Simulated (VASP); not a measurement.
A convergence study with VASP on HgTe (zinc blende): one setting is varied, all else stays as given below, so the limit is that of these other settings. The cell's lengths are 1 % over those of the tabulated start and one atom is moved, so it is off equilibrium.

```xyz
2
Lattice="0.0000 3.2623 3.2623 3.2623 0.0000 3.2623 3.2623 3.2623 0.0000" Properties=species:S:1:pos:R:3 pbc="T T T"
Hg     0.0000     0.0000     0.0000
Te     1.6918     1.6312     1.6312
```

These are PBEsol GGA, VASP's PBE PAW potentials (set 64) (plane waves; VASP) values and carry that method's errors. The tightest run used: 1000 eV cut-off, 8×8×8 Γ-centred mesh, Gaussian smearing of 0.050 eV, potentials Hg Te.

Unless said otherwise, spin-orbit coupling is left out, though it shifts the bands of the heavy elements here. Gaps are read on the run's mesh, which can miss a band edge.

The settings run are ENCUT = 150; ENCUT = 200; ENCUT = 250; ENCUT = 300; ENCUT = 350; ENCUT = 400; ENCUT = 450; ENCUT = 500; ENCUT = 550; ENCUT = 600; ENCUT = 650; ENCUT = 700; ENCUT = 750; ENCUT = 800; ENCUT = 850; ENCUT = 1000. From which on does the energy per atom stay within 0.002 eV/atom of the tightest run?

From ENCUT = 250 on: it is off by 0.0015 there and by no more than 0.002 in any finer run, while ENCUT = 200 is off by 0.0501.
```csv
setting,E (eV/atom),pressure (GPa),largest force (eV/Å),gap on the mesh (eV),plane waves,difference judged (eV/atom)
ENCUT = 150,-1.1521,-78.18,0.224,0.020,303,1.0321
ENCUT = 200,-2.1341,-8.22,0.196,0.016,459,0.0501
ENCUT = 250,-2.1857,-0.18,0.204,0.015,636,0.0015
ENCUT = 300,-2.1853,-0.36,0.204,0.015,869,0.0011
ENCUT = 350,-2.1838,-0.32,0.204,0.015,1056,0.0004
ENCUT = 400,-2.1843,-0.12,0.205,0.015,1283,0.0001
ENCUT = 450,-2.1844,-0.09,0.204,0.015,1540,0.0002
ENCUT = 500,-2.1843,-0.11,0.204,0.015,1807,0.0001
ENCUT = 550,-2.1842,-0.11,0.204,0.015,2085,0.0000
ENCUT = 600,-2.1842,-0.09,0.204,0.015,2337,0.0000
ENCUT = 650,-2.1842,-0.08,0.204,0.015,2655,0.0000
ENCUT = 700,-2.1842,-0.09,0.204,0.015,2954,0.0000
ENCUT = 750,-2.1842,-0.09,0.204,0.015,3287,0.0000
ENCUT = 800,-2.1842,-0.09,0.204,0.015,3593,0.0001
ENCUT = 850,-2.1842,-0.09,0.204,0.015,3940,0.0000
ENCUT = 1000,-2.1842,-0.09,0.204,0.015,5029,0.0000
```

Left out are rungs that failed or repeat a setting and relaxations that didn't move; long series are thinned to 24 rows.

The compound is HgTe in the zinc blende structure. The cell was not relaxed at this level, it is distorted from the ideal structure.
